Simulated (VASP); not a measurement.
Method: PBEsol GGA, VASP's PBE PAW potentials (set 64) (plane waves; VASP 6.6.1).

VASP input:

**KPOINTS**
```
Automatic mesh
0
Gamma
5 5 5
0 0 0
```

POSCAR:
```
SrCl2
1.0
  0.0000000000   3.4604136042   3.4604136042
  3.4604136042   0.0000000000   3.4604136042
  3.4604136042   3.4604136042   0.0000000000
Sr Cl
1 2
Cart
  3.4604136042   6.9208272084   3.4604136042
  1.7302068021   1.7302068021   1.7302068021
  5.1906204063   5.1906204063   5.1906204063
```

**INCAR**
```
IBRION = 2
PREC = Accurate
ENCUT = 520   ! plane-wave cut-off (eV)
LCHARG = .FALSE.
GGA = PS   ! PBEsol
NELM = 100   ! most electronic steps
ALGO = Normal
SYSTEM = SrCl2
ISIF = 3   ! ions, shape and volume
NSW = 60   ! most ionic steps
ISMEAR = 0
LREAL = .FALSE.   ! projection in real space or not
EDIFF = 1E-6   ! SCF stop (eV)
EDIFFG = -0.02   ! ionic stop
LWAVE = .FALSE.
LMAXMIX = 4   ! l cut-off of mixed one-centre charges
LASPH = .TRUE.   ! aspherical one-centre terms
SIGMA = 0.05   ! width (eV)
```

POTCAR, in this order: Sr_sv Cl (PBE.64 set). Program: vasp_std.

What VASP printed:

File OSZICAR:
```
       N       E                     dE             d eps       ncg     rms          rms(c)
DAV:   1     0.154516859215E+03    0.15452E+03   -0.11780E+04   320   0.136E+03
DAV:   2    -0.403328130306E+01   -0.15855E+03   -0.15272E+03   424   0.250E+02
DAV:   3    -0.132642161158E+02   -0.92309E+01   -0.92226E+01   440   0.647E+01
DAV:   4    -0.135578319595E+02   -0.29362E+00   -0.29352E+00   568   0.905E+00
DAV:   5    -0.135615422300E+02   -0.37103E-02   -0.37103E-02   448   0.791E-01    0.148E+01
DAV:   6    -0.133348714661E+02    0.22667E+00   -0.57426E-01   400   0.441E+00    0.934E+00
DAV:   7    -0.133393139320E+02   -0.44425E-02   -0.35881E-01   472   0.391E+00    0.148E+00
DAV:   8    -0.133397882290E+02   -0.47430E-03   -0.54456E-02   384   0.137E+00    0.288E-01
DAV:   9    -0.133414098765E+02   -0.16216E-02   -0.18499E-03   456   0.282E-01    0.110E-01
DAV:  10    -0.133426620529E+02   -0.12522E-02   -0.11395E-03   368   0.193E-01    0.329E-02
DAV:  11    -0.133427709738E+02   -0.10892E-03   -0.13330E-04   456   0.590E-02    0.326E-02
DAV:  12    -0.133427855924E+02   -0.14619E-04   -0.24222E-05   368   0.256E-02    0.606E-03
DAV:  13    -0.133427882242E+02   -0.26318E-05   -0.39690E-06   448   0.110E-02    0.376E-03
DAV:  14    -0.133427884422E+02   -0.21794E-06   -0.56700E-07   296   0.437E-03
   1 F= -.13342788E+02 E0= -.13342788E+02  d E =-.133428E+02
```

### OUTCAR
```
------------------------ aborting loop because EDIFF is reached ----------------------------------------
  FORCE on cell =-STRESS in cart. coord.  units (eV):
  Direction    XX          YY          ZZ          XY          YZ          ZX
  --------------------------------------------------------------------------------------
  Total       -0.0386360     -0.0386360     -0.0386360     -0.0000000      0.0000000      0.0000000
  in kB       -0.7469451     -0.7469451     -0.7469451     -0.0000000      0.0000000      0.0000000
  external PRESSURE =      -0.7469451 kB  Pullay stress =       0.0000000 kB
  volume of cell :       82.87
      direct lattice vectors                 reciprocal lattice vectors
     0.000000000  3.460413604  3.460413604    -0.144491398  0.144491398  0.144491398
     3.460413604  0.000000000  3.460413604     0.144491398 -0.144491398  0.144491398
     3.460413604  3.460413604  0.000000000     0.144491398  0.144491398 -0.144491398
 POSITION                                       TOTAL-FORCE (eV/Angst)
 -----------------------------------------------------------------------------------
      0.00000      0.00000      0.00000        -0.000000      0.000000     -0.000000
      1.73021      1.73021      1.73021         0.000000     -0.000000      0.000000
      5.19062      5.19062      5.19062        -0.000000     -0.000000      0.000000
 -----------------------------------------------------------------------------------
    total drift:                                0.000000      0.000000      0.000000
  FREE ENERGIE OF THE ION-ELECTRON SYSTEM (eV)
  ---------------------------------------------------
  free  energy   TOTEN  =       -13.3427884422 eV

  energy  without entropy=      -13.3427884422  energy(sigma->0) =      -13.34278844

 reached required accuracy - stopping structural energy minimisation
```
(Selected blocks of OUTCAR.)

The compound is SrCl2 in the fluorite structure. It was relaxed first. The start is the result of an earlier pass.
